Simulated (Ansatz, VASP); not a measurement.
# Cross-check of TiSi between VASP and Ansatz

Aim: how closely do two programs agree when they are given the same cell, functional and k mesh? The cell is generated by rule, not measured, and may not be a known phase. The cell is taken from a series of runs on this material, whose earlier steps may have relaxed, scaled, displaced or heated it; both programs get it as it stands. Other levels of theory on this material are compared in a session of their own.

Calculated with Ansatz 0.2.0; plane waves, with VASP 6.6.1 beside it; zone-centre phonons at PBEsol.

The structure was built from a prototype and need not be the compound's stable phase.

## 1. Starting point

The structure is cubic, space group F-43m (No. 216). Conventional cell: a = 5.721 Å, b = 5.721 Å, c = 5.721 Å, α = 90.00°, β = 90.00°, γ = 90.00°. Ti has 4 Si at 2.48 Å nearest. Nearest to Si lie 4 Ti at 2.48 Å. Farther neighbours are not listed.

Coordinates:

```
Ti Si
1.0
     0.00000    2.86037    2.86037
     2.86037    0.00000    2.86037
     2.86037    2.86037    0.00000
Ti Si
1 1
Direct
  0.00000 0.00000 0.00000
  0.25000 0.25000 0.25000
```

## 2. VASP: zone-centre phonons, PBEsol

Second derivatives magnify differences that forces hide, and they need a tight electronic threshold.

Lines of VASP's logs that name or quote its potential files are left out, and so is its time.

Input file INCAR:

```
SYSTEM = TiSi
PREC = Accurate
ENCUT = 500
EDIFF = 1E-08
NELM = 120
ISMEAR = 0
SIGMA = 0.1
LREAL = .FALSE.
ALGO = Normal
GGA = PS
NBANDS = 14
LASPH = .TRUE.
LORBIT = 11
LWAVE = .FALSE.
LCHARG = .FALSE.
ISIF = 2
IBRION = 8
GGA_COMPAT = .FALSE.
KPAR = 2
```

Input file POSCAR:

```
TiSi
1.0
    0.0000000000      2.8603676107      2.8603676107
    2.8603676107      0.0000000000      2.8603676107
    2.8603676107      2.8603676107      0.0000000000
Ti Si
1 1
Direct
    0.0000000000      0.0000000000      0.0000000000
    0.2500000000      0.2500000000      0.2500000000
```

Input file KPOINTS:

```
Automatic mesh
0
Gamma
12 12 12
0 0 0
```

Potentials, in the order of the species: Ti_sv and Si (PBE family, release 64).

On the command line:

```
mpirun -np 2 vasp_std
```

Numbers of over 12 decimals in the logs are rounded to 6 here.

The log of the run:

```text
[banner, memory and clock lines left out]
running    2 mpi-ranks, on    1 nodes
 distrk:  each k-point on    1 cores,    2 groups
 distr:  one band on    1 cores,    1 groups

 POSCAR found type information on POSCAR TiSi
 POSCAR found :  2 types and       2 ions
|                                                                             |
|               ----> ADVICE to this user running VASP <----                  |
|                                                                             |
|     You enforced a specific xc type in the INCAR file but a different       |
|     [... a line on the potential file left out ...]
|     I HOPE YOU KNOW WHAT YOU ARE DOING!                                     |
|                                                                             |

 LDA part: xc-table for (Slater+PW92), standard interpolation
 POSCAR, INCAR and KPOINTS ok, starting setup
 FFT: planning ... GRIDC
 FFT: planning ... GRID_SOFT
 FFT: planning ... GRID
 WAVECAR not read
 entering main loop
       N       E                     dE             d eps       ncg     rms          rms(c)
DAV:   1     0.106379431518E+03    0.10638E+03   -0.75995E+03  2016   0.110E+03
DAV:   2    -0.783160712489E+01   -0.11421E+03   -0.10950E+03  2118   0.297E+02
DAV:   3    -0.155343075559E+02   -0.77027E+01   -0.75005E+01  3368   0.730E+01
DAV:   4    -0.157704316296E+02   -0.23612E+00   -0.23573E+00  2348   0.116E+01
DAV:   5    -0.157814868081E+02   -0.11055E-01   -0.11054E-01  3244   0.225E+00    0.108E+01
DAV:   6    -0.133162426760E+02    0.24652E+01   -0.12107E+01  2744   0.416E+01    0.747E+00
DAV:   7    -0.128033898433E+02    0.51285E+00   -0.38355E+00  2118   0.231E+01    0.305E+00
DAV:   8    -0.127610773222E+02    0.42313E-01   -0.34858E-01  2234   0.796E+00    0.148E+00
DAV:   9    -0.127334828563E+02    0.27594E-01   -0.57759E-02  2290   0.344E+00    0.314E-01
DAV:  10    -0.127334164560E+02    0.66400E-04   -0.50082E-03  2656   0.675E-01    0.182E-01
DAV:  11    -0.127336967528E+02   -0.28030E-03   -0.76598E-04  2372   0.373E-01    0.123E-01
DAV:  12    -0.127334353350E+02    0.26142E-03   -0.52986E-04  2228   0.314E-01    0.129E-02
DAV:  13    -0.127334360466E+02   -0.71165E-06   -0.19963E-05  2366   0.453E-02    0.756E-03
DAV:  14    -0.127334356905E+02    0.35613E-06   -0.79690E-07  2504   0.106E-02    0.247E-03
DAV:  15    -0.127334355858E+02    0.10468E-06   -0.15857E-07  2432   0.485E-03    0.549E-04
DAV:  16    -0.127334355767E+02    0.91338E-08   -0.97760E-09  1346   0.133E-03
   1 F= -.12733436E+02 E0= -.12732462E+02  d E =-.194656E-02
 Linear response reoptimize wavefunctions to high precision
DAV:   1    -0.127334355734E+02    0.32860E-08   -0.16951E-09  1880   0.392E-04
DAV:   2    -0.127334355734E+02   -0.36380E-11   -0.12335E-10  1074   0.123E-04
 Linear response DOF=           2
 Linear response progress:
  Degree of freedom:   1/  2
       N       E                     dE             d eps       ncg     rms          rms(c)
RMM:   1    -0.676520478725E+00   -0.67652E+00    0.27067E+01  7847   0.159E+02
RMM:   2    -0.635877030174E+00    0.40643E-01   -0.48860E-01 14010   0.596E+00    0.245E-01
RMM:   3    -0.631121598637E+00    0.47554E-02   -0.22596E-02 15489   0.134E+00    0.126E-01
RMM:   4    -0.631215196391E+00   -0.93598E-04   -0.12345E-02 18427   0.608E-01    0.324E-02
RMM:   5    -0.632504883549E+00   -0.12897E-02   -0.90700E-04 18486   0.204E-01    0.153E-02
RMM:   6    -0.632868032973E+00   -0.36315E-03   -0.42507E-04 19397   0.904E-02    0.827E-03
RMM:   7    -0.633213140201E+00   -0.34511E-03   -0.22484E-05 17664   0.307E-02    0.180E-03
RMM:   8    -0.633228466874E+00   -0.15327E-04   -0.97423E-06 19257   0.146E-02    0.617E-04
RMM:   9    -0.633235477304E+00   -0.70104E-05   -0.15064E-06 19488   0.589E-03    0.235E-04
RMM:  10    -0.633238173848E+00   -0.26965E-05   -0.39525E-07 19981   0.297E-03    0.111E-04
RMM:  11    -0.633241848170E+00   -0.36743E-05   -0.86351E-08 19801   0.133E-03    0.436E-05
RMM:  12    -0.633243780321E+00   -0.19322E-05   -0.11571E-07 20094   0.757E-04    0.129E-05
RMM:  13    -0.633243219949E+00    0.56037E-06   -0.71681E-08 20247   0.391E-04    0.201E-05
RMM:  14    -0.633243944075E+00   -0.72413E-06   -0.28118E-08 18463   0.247E-04    0.822E-06
RMM:  15    -0.633244240321E+00   -0.29625E-06   -0.12522E-08 20065   0.150E-04    0.371E-06
RMM:  16    -0.633244369020E+00   -0.12870E-06   -0.11382E-08 19802   0.101E-04    0.204E-06
RMM:  17    -0.633244418727E+00   -0.49707E-07   -0.20465E-09 20384   0.725E-05    0.160E-06
RMM:  18    -0.633244421585E+00   -0.28577E-08    0.71596E-09 18717   0.551E-05    0.237E-06
 first order change of Fermi-energy  -0.13866E-02
 force on displaced ion       1 direction 1 :  -6.869   0.000   0.000
 Linear response progress:
  Degree of freedom:   2/  2
       N       E                     dE             d eps       ncg     rms          rms(c)
RMM:   1    -0.210408485354E-01   -0.21041E-01   -0.64452E-03 15724   0.154E+00
RMM:   2    -0.197969268188E-01    0.12439E-02   -0.39639E-03 15783   0.374E-01    0.129E-01
RMM:   3    -0.199127266756E-01   -0.11580E-03   -0.77999E-04 16463   0.170E-01    0.568E-02
RMM:   4    -0.202888569458E-01   -0.37613E-03   -0.31820E-04 16962   0.989E-02    0.158E-02
RMM:   5    -0.203317202929E-01   -0.42863E-04   -0.55516E-05 18693   0.368E-02    0.362E-03
RMM:   6    -0.203568231588E-01   -0.25103E-04   -0.89834E-06 18611   0.138E-02    0.184E-03
RMM:   7    -0.203600026391E-01   -0.31795E-05    0.12256E-06 18452   0.562E-03    0.104E-03
RMM:   8    -0.203603253206E-01   -0.32268E-06   -0.47557E-07 18992   0.258E-03    0.316E-04
RMM:   9    -0.203593832951E-01    0.94203E-06   -0.73837E-07 19780   0.118E-03    0.121E-04
RMM:  10    -0.203598264878E-01   -0.44319E-06   -0.47528E-07 20443   0.520E-04    0.527E-05
RMM:  11    -0.203599299302E-01   -0.10344E-06   -0.20552E-07 20651   0.247E-04    0.145E-05
RMM:  12    -0.203599513843E-01   -0.21454E-07   -0.12339E-07 20241   0.109E-04    0.977E-06
RMM:  13    -0.203599663610E-01   -0.14977E-07   -0.57495E-08 20874   0.576E-05    0.139E-06
RMM:  14    -0.203599591064E-01    0.72546E-08   -0.36608E-08 20640   0.263E-05    0.558E-07
 first order change of Fermi-energy   0.18058E-02
 force on displaced ion       2 direction 1 :  -6.901  -0.000  -0.000
 Linear response finished
```

Parts of OUTCAR (step 2):

```text
ion  position               nearest neighbor table
   1  0.000  0.000  0.000-   2 2.48   2 2.48   2 2.48   2 2.48
   2  0.250  0.250  0.250-   1 2.48   1 2.48   1 2.48   1 2.48

  LATTYP: Found a face centered cubic cell.
 ALAT       =     5.7207352214

 Subroutine GETGRP returns: Found 24 space group operations
 (whereof 24 operations were pure point group operations)

The static configuration has the point symmetry T_d .

 Found     72 irreducible k-points:

   k-points           NKPTS =     72   k-points in BZ     NKDIM =     72   number of bands    NBANDS=     14

   dimension x,y,z NGX =    30 NGY =   30 NGZ =   30
   dimension x,y,z NGXF=    60 NGYF=   60 NGZF=   60

   ENCUT  =  500.0 eV  36.75 Ry    6.06 a.u.   7.38  7.38  7.38*2*pi/ulx,y,z

   NELECT =      16.0000    total number of electrons

 k-points in reciprocal lattice and weights: Automatic mesh
   0.00000000  0.00000000  0.00000000       0.001
   0.08333333  0.00000000  0.00000000       0.005
   0.16666667  0.00000000  0.00000000       0.005
   0.25000000  0.00000000  0.00000000       0.005
   0.33333333  0.00000000  0.00000000       0.005
   0.41666667  0.00000000  0.00000000       0.005
   0.50000000  0.00000000  0.00000000       0.002
   0.08333333  0.08333333  0.00000000       0.003
   0.16666667  0.08333333  0.00000000       0.014
[...]
-0.33333333  0.50000000  0.16666667       0.007
  -0.25000000  0.50000000  0.25000000       0.003

 average (electrostatic) potential at core
       1 -76.5376       2 -83.3096

  Total        0.0175610      0.0175610      0.0175610      0.0000000      0.0000000     -0.0000000
  in kB        0.6011234      0.6011234      0.6011234      0.0000000      0.0000000     -0.0000000
  external PRESSURE =       0.6011234 kB  Pullay stress =       0.0000000 kB

  energy-cutoff  :      500.00
  volume of cell :       46.81
      direct lattice vectors                 reciprocal lattice vectors
     0.000000000  2.860367611  2.860367611    -0.174802707  0.174802707  0.174802707
     2.860367611  0.000000000  2.860367611     0.174802707 -0.174802707  0.174802707
     2.860367611  2.860367611  0.000000000     0.174802707  0.174802707 -0.174802707

 POSITION                                       TOTAL-FORCE (eV/Angst)
 -----------------------------------------------------------------------------------
      0.00000      0.00000      0.00000         0.000000      0.000000      0.000000
      1.43018      1.43018      1.43018        -0.000000     -0.000000     -0.000000
 -----------------------------------------------------------------------------------
    total drift:                                0.000000      0.000000      0.000000

 Eigenvectors and eigenvalues of the dynamical matrix
 ----------------------------------------------------

   1 f  =    9.752877 THz    61.279136 2PiTHz  325.320971 cm-1    40.334642 meV
             X         Y         Z           dx          dy          dz
      0.000000  0.000000  0.000000    -0.607142    0.000000   -0.000000
      1.430184  1.430184  1.430184     0.794593   -0.000000   -0.000000

   2 f  =    9.752877 THz    61.279136 2PiTHz  325.320971 cm-1    40.334642 meV
             X         Y         Z           dx          dy          dz
      0.000000  0.000000  0.000000     0.000000    0.607142    0.000000
      1.430184  1.430184  1.430184    -0.000000   -0.794593   -0.000000

   3 f  =    9.752877 THz    61.279136 2PiTHz  325.320971 cm-1    40.334642 meV
             X         Y         Z           dx          dy          dz
      0.000000  0.000000  0.000000     0.000000    0.000000   -0.607142
      1.430184  1.430184  1.430184     0.000000    0.000000    0.794593

   4 f/i=    0.010997 THz     0.069099 2PiTHz    0.366835 cm-1     0.045482 meV
             X         Y         Z           dx          dy          dz
      0.000000  0.000000  0.000000     0.263045    0.455082    0.595891
      1.430184  1.430184  1.430184     0.200991    0.347725    0.455315

   5 f/i=    0.010997 THz     0.069099 2PiTHz    0.366835 cm-1     0.045482 meV
             X         Y         Z           dx          dy          dz
      0.000000  0.000000  0.000000     0.054698   -0.641462    0.465740
      1.430184  1.430184  1.430184     0.041794   -0.490135    0.355868

   6 f/i=    0.010997 THz     0.069099 2PiTHz    0.366835 cm-1     0.045482 meV
             X         Y         Z           dx          dy          dz
      0.000000  0.000000  0.000000     0.747793   -0.113161   -0.243679
      1.430184  1.430184  1.430184     0.571382   -0.086465   -0.186193

 ELASTIC MODULI CONTR FROM IONIC RELAXATION (kBar)
 Direction    XX          YY          ZZ          XY          YZ          ZX
 --------------------------------------------------------------------------------
 XX          -0.0000     -0.0000     -0.0000      0.0000      0.0000     -0.0000
 YY          -0.0000     -0.0000     -0.0000      0.0000      0.0000      0.0000
 ZZ          -0.0000     -0.0000     -0.0000      0.0000      0.0000     -0.0000
 XY           0.0000      0.0000      0.0000   -766.5637      0.0000      0.0000
 YZ           0.0000      0.0000      0.0000      0.0000   -766.5637      0.0000
 ZX          -0.0000      0.0000     -0.0000      0.0000      0.0000   -766.5637
 --------------------------------------------------------------------------------
```

## 3. Ansatz: zone-centre phonons, PBEsol

Ansatz runs on its default PAW (the set named soft_2) files.

The same cell, functional, mesh and smearing now go to Ansatz, which takes its cutoff from its data sets.

Input file input.yaml:

```yaml
crystal:
  lattice:
    - [0.0, 2.8603676107, 2.8603676107]
    - [2.8603676107, 0.0, 2.8603676107]
    - [2.8603676107, 2.8603676107, 0.0]
  atoms:
    - { symbol: Ti, position: [0.0, 0.0, 0.0] }
    - { symbol: Si, position: [0.25, 0.25, 0.25] }
kpoints:
  mp_grid: { grid: [12, 12, 12] }
hamiltonian:
  xc: pbesol
scf:
  occupations: { method: gaussian, width: 0.1 }
output:
  eigenvalues: true
phonons:
  method: dfpt
```

On the command line:

```
ansatz run input.yaml --threads 4 --pin off --max-ram 7168MiB --backend cpu --events-out ev --progress --plain --runs-dir out
```

The log of the run:

```text
zone centre: on kpoints.mp_grid the ground state, and the responses unless they are solved on pairs of k-points, stand on 163 of the mesh's 1728 k-points, reduced under 8 symmetry operations, with k and −k counted as one. Each operation leaves every solved displacement unchanged or reverses it
Engine: ansatz 0.2.0, aarch64-unknown-linux-gnu
Pseudopotentials: kind: paw
Pseudopotential: Ti, paw, valence charge 12, recommended cutoff 420 eV (normal), Ti.paw.azcp
Pseudopotential: Si, paw, valence charge 4, recommended cutoff 420 eV (normal), Si.paw.azcp
Functional definition: PBEsol
  exchange = pbesol_x
  correlation = pbesol_c
Crystal: 2 atoms, lattice volume = 46.805 Å³
Basis set: ecut = 420 eV, 941 PW (Γ), exchange–correlation on 60×60×60 points (8 copies of the dense FFT grid, shifted against one another)
Bands: 12, of which v1, the nominal top of the filled ones, is band 8 counted from 1 (7 counted from 0)
Symmetry: 24 space group operations
k-points: 163 of 1728 (irreducible under 8 space group operations, time reversal used)
Non-local potential: Ti, projectors of the file, l = 0: 3, l = 1: 2, l = 2: 3, l = 3: 1
Non-local potential: Si, projectors of the file, l = 0: 2, l = 1: 2, l = 2: 2
PAW form: soft (Blöchl's): semilocal exchange-correlation on the pseudo side does not see the compensation charge
PAW frozen core: Ti, regenerated for the run's functional, and the local potential with it (the file was generated under x = pbe(κ = 0.804, μ = 0.219515), c = pbe(β = 0.066725))
PAW frozen core: Si, regenerated for the run's functional, and the local potential with it (the file was generated under x = pbe(κ = 0.804, μ = 0.219515), c = pbe(β = 0.066725))
PAW one-centre angular grid: Ti, 590 points (default); XC on 64 Gauss nodes
PAW one-centre angular grid: Si, 110 points (default); XC on 64 Gauss nodes
Initial density: superposition of atomic densities (neutral atoms: chi_scale 0, normalization atom), corrected by the library's trained network
Initial wavefunctions: pseudopotential atomic-orbital guess
Functional: x = pbesol(κ = 0.804, μ = 0.123457), c = pbesol(β = 0.046)
SCF iter   1: F=—  HF=-3094.043049 eV  |F-HF|=—  |Δ(HF+E_count)|=         —  Δρ=7.89e-3  dr2=3.64e-2  ethr=1.77e-3  ⟨swp⟩=5.1  Hψ=10913  notcnv=0
preconditioner: auto → Kerker (q_TF=auto, 2.281 Å⁻¹)  [metal: Δε(μ)=0.065 eV  Ē_g=4.432 eV  σ=0.100 eV  W_gap=0.35  n_scr=14 (ndim 8)  ℏωp=15.4 eV  f_vac=0.000  D(μ)=0.28/eV (n_scr^D=0)]
SCF iter   2: F=—  HF=-3094.039468 eV  |F-HF|=—  |Δ(HF+E_count)|=   3.58e-3  Δρ=3.23e-3  dr2=6.40e-3  ethr=2.27e-4  ⟨swp⟩=1.7  Hψ=3457  notcnv=0
SCF iter   3: F=—  HF=-3094.038898 eV  |F-HF|=—  |Δ(HF+E_count)|=   5.70e-4  Δρ=4.94e-4  dr2=1.51e-4  ethr=4.00e-5  ⟨swp⟩=2.0  Hψ=2260  notcnv=0
SCF iter   4: F=—  HF=-3094.038921 eV  |F-HF|=—  |Δ(HF+E_count)|=   2.34e-5  Δρ=1.38e-4  dr2=1.64e-5  ethr=9.46e-7  ⟨swp⟩=2.1  Hψ=2582  notcnv=0
SCF iter   5: F=—  HF=-3094.038921 eV  |F-HF|=—  |Δ(HF+E_count)|=   3.44e-7  Δρ=3.64e-5  dr2=8.98e-7  ethr=1.02e-7  ⟨swp⟩=1.0  Hψ=1956  notcnv=0
SCF iter   6: F=—  HF=-3094.038921 eV  |F-HF|=—  |Δ(HF+E_count)|=   5.46e-7  Δρ=8.35e-6  dr2=2.92e-8  ethr=5.61e-9  ⟨swp⟩=2.0  Hψ=2487  notcnv=0
SCF iter   7: F=—  HF=-3094.038921 eV  |F-HF|=—  |Δ(HF+E_count)|=   2.60e-8  Δρ=1.80e-6  dr2=2.05e-9  ethr=1.82e-10  ⟨swp⟩=2.5  Hψ=2532  notcnv=0
SCF iter   8: F=—  HF=-3094.038921 eV  |F-HF|=—  |Δ(HF+E_count)|=  2.51e-10  Δρ=3.20e-7  dr2=4.47e-11  ethr=1.28e-11  ⟨swp⟩=2.0  Hψ=2394  notcnv=0
SCF iter   9: F=-3094.038921 eV  HF=-3094.038921 eV  |F-HF|=9.09e-13  |Δ(HF+E_count)|=  8.64e-12  Δρ=6.16e-8  dr2=2.83e-12  ethr=1.00e-12  ⟨swp⟩=5.0  Hψ=7242  notcnv=0
SCF 1 converged in 9 iterations: F = -3094.038921 eV  dr2 = 2.83e-12
  greatest PAW one-centre occupation: 0.999 electrons in one spin orbital (limit 2), on the Ti atom at site 0 (counted from 0), in its partial waves of l = 0
DFPT response loops at Γ: preconditioner auto → Kerker (q_TF=auto, 2.281 Å⁻¹) (partly filled bands, converged f_vac=0.000); β = 1.00, the filter's whole step (`scf.mixing.beta` (0.50) is not read by the response loops under this deck's `scf.mixing.preconditioner`; to damp them name `kerker` or `kerker_dos`, under which they read `scf.mixing.beta`, and type it under 1.00, their step now; both keys bind the ground state too); Broyden in place of MSR1
SCF converged after 9 iterations
Free energy (F): -3094.038921 eV
Harris-Foulkes:  -3094.038921 eV  (|F-HF|=9.09e-13)
Internal energy: -3094.037008 eV  (E = F + TS)
E sigma→0 (E₀):  -3094.037964 eV
Entropy (-TS):   -0.001914 eV (-0.957 meV/atom)
Fermi energy:    6.169634 eV
--- Per-component energies (eV) ---
  E_band       = -232.901713
  E_kinetic    = 309.691414
  E_local      = -1259.224396  (includes V_loc(G=0)·N_el)
  E_nonlocal   = 37.674231
  E_hartree    = 508.870738
  E_xc         = -149.542832
  E_vxc        = -165.791299  (∫ρ·V_xc dr)
  E_paw        = -1521.543382  (= ΣΔE_a)
  E_vpaw       = -172.993230  (= ΣTr[D̂ρ^β])
  E_aug_tail   = 0.000111  (compensation charges beyond the density's cutoff)
  E_ewald      = -1020.133837
  E_core_change = 0.170945  (= ΣΔE_core)
  E_smearing   = -0.001914  (= −TS)
  E_closure    = 0.000000  (closes the sum)
  Σ components = -3094.038921   (vs F -3094.038921, Δ=0.00e0)
--- Band table (eV; the first three rows and the last of 163) ---
  k-point 0: bands = [... 4 lower, -1.8644, 5.1551, 5.1551, 5.1551, 7.1996, 7.1996, 11.9191, 12.5176]
  k-point 1: bands = [... 4 lower, -1.7864, 5.0523, 5.1834, 5.1834, 7.1811, 7.1811, 11.5255, 12.3340]
  k-point 2: bands = [... 4 lower, -1.5610, 4.7773, 5.2557, 5.2557, 7.1496, 7.1496, 10.4716, 11.9346]
  k-point 162: bands = [... 4 lower, 0.2583, 4.2134, 4.8155, 5.9000, 6.3164, 7.2145, 7.7928, 8.4057]
--- Phonons (Γ-DFPT): 2 representative perturbations + reference, on 163 of 1728 k-points (Σ response iterations 6) ---
  k mesh reduced under 8 symmetry operations, with k and −k counted as one. Each operation leaves every solved displacement unchanged or reverses it
  ASR residual: 1.237e-5 → 0.000e0 eV/Å²; symmetrization residual: 4.648e-6 eV/Å²
  ASR residual per site (eV/Å²): 1.24e-5 7.26e-6
  Γ frequencies (cm⁻¹): 0.00 0.00 0.00 324.10 324.10 324.10
  non-analytic LO–TO correction: not included (Born effective charges unavailable; polar crystals: no LO–TO splitting at Γ)
```

## 4. Comparison

Known differences besides the potentials themselves: the cutoff is 420 eV in Ansatz and 500 eV in VASP; Ansatz makes its cores anew for this functional, VASP keeps those of its PBE data sets. Total energies have different zeros and are not compared.

Both answers:

```
                  quantity  Ansatz   VASP  difference
optical mode 1 to 3 (cm⁻¹)   324.1  325.3     -0.38 %
```

Modes are paired by rising frequency, not by their patterns, so a pair may set unlike modes beside each other; they are those without the splitting of longitudinal modes.

## 5. Results

```
r.m.s. difference of the optical zone-centre modes, each program's sorted by frequency (zone-centre phonons, PBEsol) : 1.2 cm⁻¹
```

In words: The r.m.s. difference of the optical zone-centre modes, each program's sorted by frequency is 1.2 cm⁻¹ (zone-centre phonons, PBEsol). VASP runs on this material, other cells of it included, that failed, so that no pair exists: relaxation of cell and atoms, PBEsol (timeout). 4 further runs of this series are not shown here. How closely two codes agree says nothing of how well the functional describes the real material.

[Lines on the potential files, build, host, timing and source positions are cut from VASP's logs without a mark.]

[Logs are printed without paths, hosts, clocks, repeated set-up lines and the standing remarks that a program may print on its own settings, such as how far it seeks lower states.]

[Hosts, paths, dates, database ids (printed as entryN), source tags and the programs' standing remarks are cut or masked in the printed files.]
